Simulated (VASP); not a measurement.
CoO:

```
Co O
1.0
     0.00000    2.13150    2.13150
     2.13150    0.00000    2.13150
     2.13150    2.13150    0.00000
Co O
1 1
Direct
  0.00000 0.00000 0.00000
  0.50000 0.50000 0.50000
```

| Property | Result |
| --- | --- |
| Program | VASP 6.6.1 |
| Task | relaxation of cell and atoms |
| Functional | PBE |
| Potentials or basis | VASP PAW PBE potentials, release 64 (Co, O) |
| Cutoff | 520 eV |
| k mesh | 12 × 12 × 12 |
| Occupations | gaussian, width 0.02 eV |
| Spin | no spin polarisation |

At the start: pressure -20.0 GPa; volume 9.68 Å³/atom.

Q: How do energy, volume and symmetry change on relaxing?

A: Over 6 steps the energy falls by 74.1 meV/atom and the volume is 8.61 Å³/atom (-11.0 %); space group Fm-3m (No. 225, to 0.05 Å).

Step by step:
```csv
step,energy change (eV),largest force (eV/Å),pressure (GPa),volume (Å³)
1,0.0000,0.0000,-19.95,19.37
2,-0.0979,0.0000,16.34,16.18
3,-0.1483,0.0000,-0.14,17.24
4,-0.1482,0.0000,0.41,17.20
5,-0.1483,0.0000,-0.28,17.25
6,-0.1483,0.0000,0.01,17.23
```

Final structure:
```yaml
crystal:
  lattice:
    - [0.00000, 2.04994, 2.04994]
    - [2.04994, 0.00000, 2.04994]
    - [2.04994, 2.04994, 0.00000]
  atoms:
    - { symbol: Co, position: [0.00000, 0.00000, 0.00000] }
    - { symbol: O, position: [0.50000, 0.50000, 0.50000] }
```

Caveat: the volume moved by -11 % from the deposited cell, more than functionals usually miss; an odd number of electrons without spin polarisation forces a metal; a magnetic or distorted state may lie lower; the run has no spin polarisation, though such a crystal can be magnetic.
